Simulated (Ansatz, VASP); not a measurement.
# Cross-check of Si126BC21 (amorphous Si0.85C0.15) between VASP and Ansatz

Aim: how closely do two programs agree when they are given the same cell, functional and k mesh? Of the first pair: The structure shown is the start of the Ansatz relaxation below; VASP solves that cell, so the two are compared at the walk's first step.

Calculated with Ansatz 0.2.0; plane waves, with VASP 6.6.1 beside it; single point at PBE.

### 1. Set-up

The cell holds 148 atoms: 126 Si, 21 C and 1 B. Its edges and angles: a = 13.515 Å, b = 13.515 Å, c = 13.515 Å, α = 90.0°, β = 90.0°, γ = 90.0°. It derives from Si63C11 (amorphous Si0.85C0.15). As first built, before any earlier steps moved the atoms (in the runner's words): 148 atoms (126 Si, 22 C) placed at random at 2.56 g/cm^3, melted at 4500 K for 10 ps at fixed volume with the Erhart-Albe potential (Erhart and Albe, Phys. Rev. B 71, 035211 (2005)). Quenched from 4500 K to 100 K at 50 K/ps and fixed volume, held 5 ps. Nearest the centre at fractional (0.650, 0.583, 0.270): B148 at 0.00 Å, C128 at 1.42 Å, C131 at 1.47 Å, C133 at 1.52 Å, C135 at 2.68 Å, Si18 at 2.72 Å, Si25 at 2.77 Å, Si81 at 2.82 Å.

### 2. Ansatz: relaxation, PBE

Ansatz runs on its PAW soft_1 files.

The two programs are compared at the cell with which this relaxation starts, whose forces are those of its first step.

Contents of input.yaml:

```yaml
crystal:
  lattice:
    - [13.5152, 0.0, 0.0]
    - [0.0, 13.5152, 0.0]
    - [0.0, 0.0, 13.5152]
  atoms:
    - { symbol: Si, position: [0.55569, 0.17416, 0.97458] }
    - { symbol: Si, position: [0.17757, 0.98795, 0.31032] }
[... 1 atom line left out ...]
    - { symbol: Si, position: [0.76338, 0.58363, 0.9175] }
[... 9 atom lines left out ...]
    - { symbol: Si, position: [0.64496, 0.77389, 0.94797] }
[... 3 atom lines left out ...]
    - { symbol: Si, position: [0.63638, 0.49454, 0.09001] }
[... 2 atom lines left out ...]
    - { symbol: Si, position: [0.56177, 0.8485, 0.4343] }
    - { symbol: Si, position: [0.37738, 0.62058, 0.07564] }
[... 1 atom line left out ...]
    - { symbol: Si, position: [0.41877, 0.59843, 0.31952] }
    - { symbol: Si, position: [0.77881, 0.67849, 0.39785] }
    - { symbol: Si, position: [0.49098, 0.48601, 0.59927] }
[... 1 atom line left out ...]
    - { symbol: Si, position: [0.36254, 0.41173, 0.50447] }
    - { symbol: Si, position: [0.29321, 0.54277, 0.42031] }
    - { symbol: Si, position: [0.69857, 0.88841, 0.33419] }
    - { symbol: Si, position: [0.47973, 0.45101, 0.24263] }
[... 4 atom lines left out ...]
    - { symbol: Si, position: [0.79434, 0.40579, 0.37155] }
[... 1 atom line left out ...]
    - { symbol: Si, position: [0.72743, 0.2935, 0.19426] }
[... 3 atom lines left out ...]
    - { symbol: Si, position: [0.77059, 0.61524, 0.09656] }
[... 6 atom lines left out ...]
    - { symbol: Si, position: [0.63987, 0.31824, 0.04003] }
    - { symbol: Si, position: [0.88787, 0.55668, 0.33792] }
    - { symbol: Si, position: [0.84869, 0.43952, 0.97708] }
[... 1 atom line left out ...]
    - { symbol: Si, position: [0.53459, 0.63613, 0.9988] }
[... 1 atom line left out ...]
    - { symbol: Si, position: [0.33843, 0.70963, 0.21608] }
    - { symbol: Si, position: [0.9197, 0.54308, 0.16553] }
[... 5 atom lines left out ...]
    - { symbol: Si, position: [0.87994, 0.37393, 0.13742] }
[... 5 atom lines left out ...]
    - { symbol: Si, position: [0.91104, 0.81304, 0.27429] }
[... 3 atom lines left out ...]
    - { symbol: Si, position: [0.51837, 0.26553, 0.17771] }
[... 1 atom line left out ...]
    - { symbol: Si, position: [0.72208, 0.86611, 0.07612] }
[... 3 atom lines left out ...]
    - { symbol: Si, position: [0.47295, 0.82156, 0.16355] }
[... 1 atom line left out ...]
    - { symbol: Si, position: [0.60966, 0.37092, 0.54992] }
    - { symbol: Si, position: [0.53929, 0.67134, 0.42341] }
[... 1 atom line left out ...]
    - { symbol: Si, position: [0.84342, 0.23409, 0.35274] }
[... 5 atom lines left out ...]
    - { symbol: Si, position: [0.43049, 0.33482, 0.36415] }
[... 1 atom line left out ...]
    - { symbol: Si, position: [0.76391, 0.61047, 0.55506] }
    - { symbol: Si, position: [0.86123, 0.76496, 0.10846] }
[... 15 atom lines left out ...]
    - { symbol: Si, position: [0.59977, 0.30414, 0.39083] }
    - { symbol: Si, position: [0.77537, 0.4327, 0.54904] }
    - { symbol: Si, position: [0.46166, 0.65495, 0.58047] }
[... 4 atom lines left out ...]
    - { symbol: Si, position: [0.34853, 0.46121, 0.12457] }
[... 6 atom lines left out ...]
    - { symbol: Si, position: [0.63846, 0.78865, 0.2054] }
[... 3 atom lines left out ...]
    - { symbol: Si, position: [0.39827, 0.81314, 0.35822] }
[... 1 atom line left out ...]
    - { symbol: C, position: [0.67047, 0.65302, 0.19486] }
    - { symbol: C, position: [0.69432, 0.69726, 0.62917] }
[... 1 atom line left out ...]
    - { symbol: C, position: [0.656, 0.62207, 0.37142] }
[... 1 atom line left out ...]
    - { symbol: C, position: [0.62398, 0.47828, 0.23937] }
[... 1 atom line left out ...]
    - { symbol: C, position: [0.67494, 0.3868, 0.29122] }
[... 1 atom line left out ...]
    - { symbol: C, position: [0.8128, 0.81511, 0.37829] }
[... 10 atom lines left out ...]
    - { symbol: C, position: [0.98358, 0.27751, 0.14804] }
kpoints:
  mp_grid: { grid: [1, 1, 1] }
hamiltonian:
  xc: pbe
  pseudopotentials: { kind: paw, azcp: { folder: soft_1 } }
scf:
  occupations: { method: gaussian, width: 0.025 }
output:
  forces: true
  eigenvalues: true
relax:
  f_tol: 0.05
  max_steps: 90
```

Command:

```console
$ ansatz run input.yaml --threads 4 --pin off --max-ram 15872MiB --backend cpu --events-out ev --progress --plain --runs-dir out
```

Numbers of over 12 decimals in the logs are rounded to 6 here.

Output:

```text
Engine: ansatz 0.2.0, aarch64-unknown-linux-gnu
Pseudopotentials: kind: paw
Pseudopotential: Si, paw, valence charge 4, recommended cutoff 420 eV (normal), soft_1/Si.paw.azcp
Pseudopotential: C, paw, valence charge 4, recommended cutoff 420 eV (normal), soft_1/C.paw.azcp
Pseudopotential: B, paw, valence charge 3, recommended cutoff 420 eV (normal), soft_1/B.paw.azcp
Functional definition: PBE
  parameter kappa = 0.804
  parameter beta = 0.066725
  exchange = pbe_x(kappa = kappa, mu = beta*pi^2/3)
  correlation = pbe_c(beta = beta)
Crystal: 148 atoms, lattice volume = 2468.695 Å³
Basis set: ecut = 420 eV, 48489 PW (Γ), exchange–correlation on 192×192×192 points (8 copies of the dense FFT grid, shifted against one another)
Bands: 444, of which v1, the nominal top of the filled ones, is band 296 counted from 1 (295 counted from 0)
Symmetry: 1 space group operations
Space group: P1 (ITA 1), of the structure as read, at distance tolerance 1.4e-4 Å
k-points: 1
Non-local potential: Si, projectors of the file, l = 0: 2, l = 1: 2, l = 2: 1
Non-local potential: C, projectors of the file, l = 0: 2, l = 1: 2, l = 2: 1
Non-local potential: B, projectors of the file, l = 0: 2, l = 1: 2, l = 2: 1
PAW form: soft (Blöchl's): semilocal exchange-correlation on the pseudo side does not see the compensation charge
PAW one-centre angular grid: Si, 110 points (default); XC on 64 Gauss nodes
PAW one-centre angular grid: C, 110 points (default); XC on 64 Gauss nodes
PAW one-centre angular grid: B, 110 points (default); XC on 64 Gauss nodes
Initial density: superposition of atomic densities (chi_scale 0.1, normalization cell, long waves kept (reshape's long-wave potential 0.84 eV rms))
Initial wavefunctions: pseudopotential atomic-orbital guess
Functional: x = pbe(κ = 0.804, μ = 0.219515), c = pbe(β = 0.066725)
SCF iter   1: F=—  HF=-85524.731898 eV  |F-HF|=—  |Δ(HF+E_count)|=         —  Δρ=5.90e-2  dr2=2.29e2  ethr=3.10e-3  ⟨swp⟩=6.0  Hψ=2108  notcnv=0  defer=108
preconditioner: auto → Resta (q_TF=auto, 2.150 Å⁻¹)  ε∞=5.5  [insulator: Δε(μ)=0.076 eV  Ē_g=8.523 eV  σ=0.025 eV  W_gap=0.52  n_scr=436 (ndim 8)  ℏωp=18.2 eV  f_vac=0.000  D(μ)=49.83/eV (n_scr^D=256)  ε∞_Penn≈5.5]
SCF iter   2: F=—  HF=-85494.252055 eV  |F-HF|=—  |Δ(HF+E_count)|=    3.05e1  Δρ=3.05e-2  dr2=3.64e1  ethr=3.10e-3  ⟨swp⟩=3.0  Hψ=826  notcnv=0  defer=138
SCF iter   3: F=—  HF=-85486.940563 eV  |F-HF|=—  |Δ(HF+E_count)|=    7.31e0  Δρ=7.52e-3  dr2=2.38e0  ethr=3.10e-3  ⟨swp⟩=4.0  Hψ=619  notcnv=0  defer=138
SCF iter   4: F=—  HF=-85486.687047 eV  |F-HF|=—  |Δ(HF+E_count)|=   2.54e-1  Δρ=1.83e-3  dr2=1.31e-1  ethr=4.02e-4  ⟨swp⟩=3.0  Hψ=827  notcnv=0  defer=138
SCF iter   5: F=—  HF=-85486.720520 eV  |F-HF|=—  |Δ(HF+E_count)|=   3.35e-2  Δρ=5.59e-4  dr2=1.85e-2  ethr=2.22e-5  ⟨swp⟩=4.0  Hψ=613  notcnv=0  defer=138
SCF iter   6: F=—  HF=-85486.728639 eV  |F-HF|=—  |Δ(HF+E_count)|=   8.12e-3  Δρ=1.90e-4  dr2=3.20e-3  ethr=3.13e-6  ⟨swp⟩=3.0  Hψ=740  notcnv=0  defer=138
SCF iter   7: F=—  HF=-85486.729863 eV  |F-HF|=—  |Δ(HF+E_count)|=   1.22e-3  Δρ=5.82e-5  dr2=2.71e-4  ethr=5.42e-7  ⟨swp⟩=2.0  Hψ=460  notcnv=0  defer=138
SCF iter   8: F=—  HF=-85486.729999 eV  |F-HF|=—  |Δ(HF+E_count)|=   1.35e-4  Δρ=1.82e-5  dr2=2.08e-5  ethr=4.59e-8  ⟨swp⟩=2.0  Hψ=602  notcnv=0  defer=138
SCF iter   9: F=-85486.730013 eV  HF=-85486.730012 eV  |F-HF|=5.70e-7  |Δ(HF+E_count)|=   1.37e-5  Δρ=5.72e-6  dr2=2.26e-6  ethr=3.53e-9  ⟨swp⟩=16.0  Hψ=3164  notcnv=0
SCF 1 converged in 9 iterations: F = -85486.730013 eV  dr2 = 2.26e-6
  greatest PAW one-centre occupation: 0.687 electrons in one spin orbital (limit 2), on the Si atom at site 16 (counted from 0), in its partial waves of l = 0
relax step   1: F+E_penalty+E_count = -85486.73001289 eV  Δ(F+E_penalty+E_count) = +0.000e0 eV  max|allowed force component| = 3.194e0 eV/Å  Δτ_max = 0.0000 Å  (9 SCF iters, dr2 threshold 6.25e-5 eV, accepted)
Initial density: handed on by an earlier stage of this run
Initial wavefunctions: those handed on with the density
iter 1 solved again at ethr=4.51e-5 eV; its pass at ethr=3.10e-3 eV (dr2=2.67e-1 eV) is discarded
SCF iter   1: F=—  HF=-85487.299822 eV  |F-HF|=—  |Δ(HF+E_count)|=         —  Δρ=2.79e-3  dr2=2.59e-1  ethr=4.51e-5  ⟨swp⟩=2.0  Hψ=1124  notcnv=0  defer=141
preconditioner: auto → Resta (q_TF=auto, 2.150 Å⁻¹)  ε∞=5.7  [insulator: Δε(μ)=0.141 eV  Ē_g=8.396 eV  σ=0.025 eV  W_gap=0.50  n_scr=436 (ndim 8)  ℏωp=18.2 eV  f_vac=0.000  D(μ)=45.14/eV (n_scr^D=250)  ε∞_Penn≈5.7]
SCF iter   2: F=—  HF=-85487.246935 eV  |F-HF|=—  |Δ(HF+E_count)|=   5.29e-2  Δρ=1.37e-3  dr2=5.50e-2  ethr=4.38e-5  ⟨swp⟩=2.0  Hψ=592  notcnv=0  defer=141
SCF iter   3: F=—  HF=-85487.234593 eV  |F-HF|=—  |Δ(HF+E_count)|=   1.23e-2  Δρ=1.71e-4  dr2=7.96e-4  ethr=9.31e-6  ⟨swp⟩=2.0  Hψ=594  notcnv=0  defer=141
[...]
- { symbol: Si, position: [0.771678, 0.618097, 0.108644] }
    - { symbol: Si, position: [0.736987, 0.964178, 0.596094] }
    - { symbol: Si, position: [0.025410, 0.689943, 0.843843] }
    - { symbol: Si, position: [0.369842, 0.375657, 0.974656] }
    - { symbol: Si, position: [0.337393, 0.916021, 0.626076] }
    - { symbol: Si, position: [0.072069, 0.963204, 0.558742] }
    - { symbol: Si, position: [0.568811, 0.873482, 0.606677] }
    - { symbol: Si, position: [0.638139, 0.323712, 0.042476] }
    - { symbol: Si, position: [0.889120, 0.554038, 0.338852] }
    - { symbol: Si, position: [0.846506, 0.438903, 0.977768] }
    - { symbol: Si, position: [0.299501, 0.106586, 0.345545] }
    - { symbol: Si, position: [0.535009, 0.638669, 0.998151] }
    - { symbol: Si, position: [0.276562, 0.657634, 0.944085] }
    - { symbol: Si, position: [0.338038, 0.709315, 0.215656] }
    - { symbol: Si, position: [0.922492, 0.540850, 0.167672] }
    - { symbol: Si, position: [0.080400, 0.135909, 0.847063] }
    - { symbol: Si, position: [0.535952, 0.233838, 0.648442] }
    - { symbol: Si, position: [0.607663, 0.603028, 0.806302] }
    - { symbol: Si, position: [0.221108, 0.905233, 0.864747] }
    - { symbol: Si, position: [0.431849, 0.905460, 0.019452] }
    - { symbol: Si, position: [0.880293, 0.373056, 0.137445] }
    - { symbol: Si, position: [0.364578, 0.934563, 0.232198] }
    - { symbol: Si, position: [0.693974, 0.174162, 0.680587] }
    - { symbol: Si, position: [0.282815, 0.654349, 0.550220] }
[...]
- { symbol: Si, position: [0.813271, 0.734611, 0.690273] }
    - { symbol: Si, position: [0.202571, 0.497393, 0.791030] }
    - { symbol: Si, position: [0.475032, 0.227734, 0.817459] }
    - { symbol: Si, position: [0.636604, 0.787533, 0.204435] }
    - { symbol: Si, position: [0.930157, 0.260479, 0.624239] }
    - { symbol: Si, position: [0.530088, 0.097519, 0.223594] }
    - { symbol: Si, position: [0.440803, 0.983776, 0.408000] }
    - { symbol: Si, position: [0.397098, 0.812943, 0.356895] }
    - { symbol: C, position: [0.721497, 0.00626116, 0.064414] }
    - { symbol: C, position: [0.670164, 0.653824, 0.201531] }
    - { symbol: C, position: [0.698562, 0.686447, 0.628102] }
    - { symbol: C, position: [0.374751, 0.602062, 0.851853] }
    - { symbol: C, position: [0.660934, 0.619945, 0.397909] }
    - { symbol: C, position: [0.337183, 0.531276, 0.788651] }
    - { symbol: C, position: [0.623243, 0.469637, 0.249111] }
    - { symbol: C, position: [0.527588, 0.746131, 0.672288] }
    - { symbol: C, position: [0.675077, 0.377996, 0.294762] }
    - { symbol: C, position: [0.729047, 0.105837, 0.562460] }
    - { symbol: C, position: [0.814444, 0.818563, 0.374014] }
    - { symbol: C, position: [0.794095, 0.944592, 0.843030] }
    - { symbol: C, position: [0.415510, 0.051547, 0.287202] }
    - { symbol: B, position: [0.651318, 0.578925, 0.287021] }
    - { symbol: C, position: [0.227315, 0.940253, 0.185182] }
    - { symbol: C, position: [0.480129, 0.633444, 0.863700] }
    - { symbol: C, position: [0.470125, 0.969569, 0.639835] }
    - { symbol: C, position: [0.180893, 0.856158, 0.119726] }
    - { symbol: C, position: [0.852249, 0.377520, 0.656435] }
    - { symbol: C, position: [0.616034, 0.685213, 0.692885] }
    - { symbol: C, position: [0.764399, 0.162000, 0.251037] }
    - { symbol: C, position: [0.984474, 0.277370, 0.147794] }
```

### 3. VASP: single point, PBE, start cell, pair 1

The same cell, functional, mesh and smearing now go to VASP, with its own data sets.

Lines of VASP's logs that name or quote its potential files are left out, and so is its time.

Contents of INCAR:

```
SYSTEM = Si126BC21
PREC = Accurate
ENCUT = 520
EDIFF = 1E-06
NELM = 120
ISMEAR = 0
SIGMA = 0.025
LREAL = Auto
ALGO = Normal
GGA = PE
NBANDS = 399
LORBIT = 11
LWAVE = .FALSE.
LCHARG = .FALSE.
ISIF = 2
LASPH = .TRUE.
GGA_COMPAT = .FALSE.
```

Contents of POSCAR:

```
Si126BC21
1.0
   13.5152000000      0.0000000000      0.0000000000
    0.0000000000     13.5152000000      0.0000000000
    0.0000000000      0.0000000000     13.5152000000
Si C B
126 21 1
Direct
    0.5556928495      0.1741594649      0.9745767728
    0.1775704392      0.9879469042      0.3103172724
[... 1 atom line left out ...]
    0.7633775305      0.5836317628      0.9175002960
[... 9 atom lines left out ...]
    0.6449627087      0.7738916183      0.9479696934
[... 3 atom lines left out ...]
    0.6363797798      0.4945394815      0.0900097668
[... 2 atom lines left out ...]
    0.5617674914      0.8484965076      0.4343035989
    0.3773825027      0.6205827513      0.0756407600
[... 1 atom line left out ...]
    0.4187729371      0.5984299159      0.3195217237
    0.7788120043      0.6784879247      0.3978483485
    0.4909805256      0.4860083462      0.5992734107
[... 1 atom line left out ...]
    0.3625399550      0.4117290162      0.5044690423
    0.2932106073      0.5427666627      0.4203119451
    0.6985690186      0.8884071268      0.3341866935
    0.4797265301      0.4510107139      0.2426305197
[... 4 atom lines left out ...]
    0.7943426660      0.4057875577      0.3715520303
[... 1 atom line left out ...]
    0.7274328164      0.2934991713      0.1942627560
[... 3 atom lines left out ...]
    0.7705916302      0.6152406180      0.0965579496
[... 6 atom lines left out ...]
    0.6398721440      0.3182416834      0.0400290044
    0.8878669942      0.5566769267      0.3379232272
    0.8486888836      0.4395199479      0.9770776607
[... 1 atom line left out ...]
    0.5345906831      0.6361282112      0.9988013496
[... 1 atom line left out ...]
    0.3384263644      0.7096306381      0.2160826329
    0.9196978217      0.5430774239      0.1655321416
[... 5 atom lines left out ...]
    0.8799425832      0.3739271339      0.1374230496
[... 5 atom lines left out ...]
    0.9110409021      0.8130401326      0.2742911685
[... 3 atom lines left out ...]
    0.5183719072      0.2655306618      0.1777110217
[... 1 atom line left out ...]
    0.7220832840      0.8661063099      0.0761217000
[... 3 atom lines left out ...]
    0.4729489760      0.8215564698      0.1635491891
[... 1 atom line left out ...]
    0.6096617142      0.3709231088      0.5499215698
    0.5392890967      0.6713404167      0.4234121582
[... 1 atom line left out ...]
    0.8434207411      0.2340919853      0.3527435776
[... 5 atom lines left out ...]
    0.4304930745      0.3348230141      0.3641529537
[... 1 atom line left out ...]
    0.7639102640      0.6104682136      0.5550565289
    0.8612303185      0.7649609329      0.1084630638
[... 15 atom lines left out ...]
    0.5997691488      0.3041390434      0.3908266248
    0.7753714336      0.4326979993      0.5490410797
    0.4616579851      0.6549514621      0.5804723570
[... 4 atom lines left out ...]
    0.3485335030      0.4612066414      0.1245708536
[... 6 atom lines left out ...]
    0.6384589203      0.7886527761      0.2053983663
[... 3 atom lines left out ...]
    0.3982700959      0.8131437197      0.3582188943
[... 1 atom line left out ...]
    0.6704673257      0.6530203031      0.1948620812
    0.6943219486      0.6972593820      0.6291730792
[... 1 atom line left out ...]
    0.6560021309      0.6220699657      0.3714188469
[... 1 atom line left out ...]
    0.6239789274      0.4782763111      0.2393675269
[... 1 atom line left out ...]
    0.6749363679      0.3868015272      0.2912202557
[... 1 atom line left out ...]
    0.8128033621      0.8151118740      0.3782925891
[... 10 atom lines left out ...]
    0.6501272641      0.5827586717      0.2703696579
```

Contents of KPOINTS:

```
Automatic mesh
0
Gamma
1 1 1
0 0 0
```

The projector-augmented-wave data sets are Si, C and B (PBE family, release 64).

Command:

```console
$ export OMP_NUM_THREADS=3
$ mpirun -np 1 vasp_gam
```

Output:

```text
[banner, memory and clock lines left out]
running    1 mpi-ranks, on    1 nodes
[...]
Offloading initialized ...    1 GPUs detected
[...]
LDA part: xc-table for (Slater+PW92), standard interpolation
 POSCAR, INCAR and KPOINTS ok, starting setup
[...]
entering main loop
       N       E                     dE             d eps       ncg     rms          rms(c)
DAV:   1     0.311527804332E+04    0.31153E+04   -0.27130E+05   798   0.134E+03
DAV:   2    -0.441993842361E+03   -0.35573E+04   -0.33328E+04   997   0.235E+02
DAV:   3    -0.861638304537E+03   -0.41964E+03   -0.40504E+03  1004   0.722E+01
DAV:   4    -0.879254386223E+03   -0.17616E+02   -0.17410E+02   972   0.165E+01
[...]
DAV:  16    -0.832751366039E+03   -0.18031E-05   -0.10432E-04   980   0.170E-02    0.255E-02
DAV:  17    -0.832751381039E+03   -0.15000E-04   -0.11215E-04   996   0.129E-02    0.118E-02
DAV:  18    -0.832751381125E+03   -0.86197E-07   -0.90700E-06   924   0.503E-03
   1 F= -.83275138E+03 E0= -.83274433E+03  d E =-.141047E-01
```

From OUTCAR (step 3):

```text
  Total        1.0051540     48.4574248     44.7779640    -19.5050826    -12.0604676    -10.2953320
  in kB        0.6523427     31.4487568     29.0607953    -12.6587536     -7.8272156     -6.6816467
  external PRESSURE =      20.3872982 kB  Pullay stress =       0.0000000 kB

 POSITION                                       TOTAL-FORCE (eV/Angst)
 -----------------------------------------------------------------------------------
      7.51030      2.35380     13.17160         0.046090     -0.004153     -0.001212
      2.39990     13.35230      4.19400         0.025565      0.019406     -0.004335
[...]
1.23290      4.34050      7.57010        -0.000207     -0.011266      0.014040
      9.75910     11.70560      1.02880        -0.013439      0.033730      0.027919
     11.01760      1.03230      2.02260         0.005630     -0.010260      0.024345
      0.68270     12.15410      0.93850        -0.013828      0.041036     -0.005602
      4.27340      1.89040      6.96590        -0.018574      0.012867     -0.015236
      6.39200     11.10350      2.21040        -0.081871      0.014748      0.015722
      7.79450      0.37690      0.95970        -0.025050      0.033889     -0.054213
      8.23970      5.01310      7.43230        -0.006268      0.024467      0.008785
      7.28860      9.07330      5.72250         0.390597     -0.083168     -0.180458
      6.99590     11.76430     11.90230        -0.005042      0.004140     -0.012545
     11.39900      3.16380      4.76740         0.009007      0.003765      0.002442
[...]
-----------------------------------------------------------------------------------
    total drift:                                0.022752      0.017776     -0.004571

  FREE ENERGIE OF THE ION-ELECTRON SYSTEM (eV)
  ---------------------------------------------------
  free  energy   TOTEN  =      -832.7513811250 eV

  energy  without entropy=     -832.7372763854  energy(sigma->0) =     -832.74432876

[... 3 further parts left out ...]
[key lines of the parts left out:]
E-fermi :   6.9806
```

This run has no spin polarisation. Its electron count is odd, so without a moment it is a metal by construction.

(Continued in part 2 of 2.)

[Lines on the potential files, build, host, timing and source positions are cut from VASP's logs without a mark.]

[Logs are printed without paths, hosts, clocks, repeated set-up lines and the standing remarks that a program may print on its own settings, such as how far it seeks lower states.]

[Hosts, paths, dates, database ids (printed as entryN), source tags and the programs' standing remarks are cut or masked in the printed files.]
